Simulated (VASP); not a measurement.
VASP runs on ZnO share one base input (LDA (Ceperley-Alder, Perdew-Zunger), plane waves, VASP's LDA PAW potentials (set 64)) and change the settings named in each case.

**INCAR**
```
! general
SYSTEM   =  ZnO
PREC     =  Accurate
ENCUT    =  400
LREAL    =  Auto
LASPH    =  .TRUE.

! electronic loop
EDIFF    =  1E-6
NELM     =  100
ALGO     =  Normal
LMAXMIX  =  4

! smearing
ISMEAR   =  -1
SIGMA    =  0.1

! ions
ISIF     =  2

! output
LWAVE    =  .FALSE.
LCHARG   =  .FALSE.
```

**KPOINTS**
```
Automatic mesh
0
Gamma
7 2 1
0 0 0
```

File POSCAR:
```
ZnO
1
    3.1398570000     0.0000000000     0.0000000000
    0.0000000000    15.4071430000     0.0000000000
    0.0000000000     0.0000000000    18.5329000000
Zn O
12 12
Direct
  0.7500000000   0.0000000000   0.4266250000
  0.7500000000   0.5000000000   0.4266250000
  0.2500000000   0.8332500000   0.3777070000
  0.2500000000   0.3332500000   0.4755430000
  0.2500000000   0.1665000000   0.3777070000
  0.2500000000   0.6665000000   0.4755430000
  0.2500000000   0.0000000000   0.5733750000
  0.2500000000   0.5000000000   0.5733750000
  0.7500000000   0.8332500000   0.5244570000
  0.7500000000   0.3332500000   0.6222930000
  0.7500000000   0.1665000000   0.5244570000
  0.7500000000   0.6665000000   0.6222930000
  0.7500000000   0.8746000000   0.4266250000
  0.7500000000   0.3746000000   0.4266250000
  0.2500000000   0.7078500000   0.3777070000
  0.2500000000   0.2078500000   0.4755430000
  0.2500000000   0.0415000000   0.3777070000
  0.2500000000   0.5415000000   0.4755430000
  0.2500000000   0.8746000000   0.5733750000
  0.2500000000   0.3746000000   0.5733750000
  0.7500000000   0.7078500000   0.5244570000
  0.7500000000   0.2078500000   0.6222930000
  0.7500000000   0.0415000000   0.5244570000
  0.7500000000   0.5415000000   0.6222930000
```

POTCAR, in this order: Zn O (LDA.64 set). Program: vasp_std.

| change | E(σ→0) (eV/atom) | −TS (eV) |
|---|---|---|
| base run | -4.7139 | -0.1522 |
| ISMEAR = 1, SIGMA = 0.05 | -4.7141 | 0.0030 |
| KPOINTS 6×2×1 Γ-centred mesh | -4.7143 | -0.1467 |
| EDIFF = 1E-03 | -4.7139 | -0.1522 |
| LDAU = .TRUE., LDAUJ = 0 0, LDAUL = 2 -1, LDAUTYPE = 2, LDAUU = 1.0 0 | -4.6937 | -0.1509 |
 Energies of different potentials or functionals have different zeros.  The cell holds a wide vacuum, so values per volume refer to the whole cell.

Left out are runs that ran out of time, are held back, or changed the cell or the kind of run, fixed moments of cells without a moment, rows past the twelfth, gaps on odd meshes, pressures of charged cells and columns that move by less than the noise.

The cell is a sheet or thin cut with vacuum, built from a generated structure.
